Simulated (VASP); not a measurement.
Computed with PBE GGA, VASP's PBE PAW potentials (set 64) (plane waves; VASP).

The input files of a VASP run:

POSCAR:
```
WC
1
    1.4732680000    -2.5247090000     0.0000000000
    1.4732680000     2.5247090000     0.0000000000
    0.0000000000     0.0000000000     2.7993500000
W C
1 1
Direct
  0.0000000000   0.0000000000   0.0000000000
  0.3501850000   0.6835190000   0.5000000000
```

**KPOINTS**
```
Automatic
0
gamma
  13 13 12
```

### INCAR
```
SYSTEM = WC
PREC = Accurate; ENCUT = 800; LREAL = .FALSE.
LASPH = .TRUE.
EDIFF = 1E-6; NELM = 100; ALGO = Normal
LMAXMIX = 6
ISMEAR = 1; SIGMA = 0.1
GGA = PE
ISIF = 2
LWAVE = .FALSE.; LCHARG = .FALSE.
```

POTCAR, in this order: W_sv C (PBE.64 set). Program: vasp_std.

The run wrote:

File OSZICAR:
```
       N       E                     dE             d eps       ncg     rms          rms(c)
DAV:   1     0.139147830936E+03    0.13915E+03   -0.12643E+04 15470   0.209E+03
DAV:   2    -0.202526231961E+02   -0.15940E+03   -0.15521E+03 17310   0.461E+02
DAV:   3    -0.254473236486E+02   -0.51947E+01   -0.51325E+01 19332   0.714E+01
DAV:   4    -0.255043651934E+02   -0.57042E-01   -0.57011E-01 16655   0.789E+00
DAV:   5    -0.255048316672E+02   -0.46647E-03   -0.46642E-03 18618   0.752E-01    0.325E+01
DAV:   6    -0.225017670913E+02    0.30031E+01   -0.96458E+00 17425   0.318E+01    0.866E+00
DAV:   7    -0.224419807178E+02    0.59786E-01   -0.40991E-01 16190   0.581E+00    0.615E+00
DAV:   8    -0.224162531783E+02    0.25728E-01   -0.69126E-02 17275   0.252E+00    0.902E-01
DAV:   9    -0.224150570664E+02    0.11961E-02   -0.40034E-03 16635   0.498E-01    0.138E-01
DAV:  10    -0.224150127706E+02    0.44296E-04   -0.25719E-04 18080   0.215E-01    0.752E-02
DAV:  11    -0.224150122863E+02    0.48436E-06   -0.16083E-05 17045   0.408E-02    0.112E-02
DAV:  12    -0.224150111372E+02    0.11491E-05   -0.47687E-06 16410   0.228E-02    0.300E-03
DAV:  13    -0.224150111792E+02   -0.42049E-07   -0.94427E-08  7900   0.352E-03
   1 F= -.22415011E+02 E0= -.22415066E+02  d E =0.165207E-03
```

File OUTCAR:
```
------------------------ aborting loop because EDIFF is reached ----------------------------------------
  FORCE on cell =-STRESS in cart. coord.  units (eV):
  Direction    XX          YY          ZZ          XY          YZ          ZX
  --------------------------------------------------------------------------------------
  Total       -0.1348099      0.4852947      2.2354487     -0.2869286      0.0000000      0.0000000
  in kB      -10.3717523     37.3366926    171.9867550    -22.0751759      0.0000000      0.0000000
  external PRESSURE =      66.3172318 kB  Pullay stress =       0.0000000 kB
  volume of cell :       20.82
      direct lattice vectors                 reciprocal lattice vectors
     1.473268000 -2.524709000  0.000000000     0.339381565 -0.198042626  0.000000000
     1.473268000  2.524709000  0.000000000     0.339381565  0.198042626  0.000000000
     0.000000000  0.000000000  2.799350000     0.000000000  0.000000000  0.357225785
 POSITION                                       TOTAL-FORCE (eV/Angst)
 -----------------------------------------------------------------------------------
      0.00000      0.00000      0.00000         0.774932      0.041796      0.000000
      1.52292      0.84157      1.39968        -0.774932     -0.041796      0.000000
 -----------------------------------------------------------------------------------
    total drift:                               -0.000031      0.000024     -0.000000
  FREE ENERGIE OF THE ION-ELECTRON SYSTEM (eV)
  ---------------------------------------------------
  free  energy   TOTEN  =       -22.4150111792 eV

  energy  without entropy=      -22.4151763864  energy(sigma->0) =      -22.41506625
```
(Selected blocks of OUTCAR.)

The compound is WC in the wc structure. The cell was not relaxed at this level, atoms are displaced from their ideal sites. The run is one of a series of settings (ENCUT = 800 against the base run), some of them coarse on purpose.
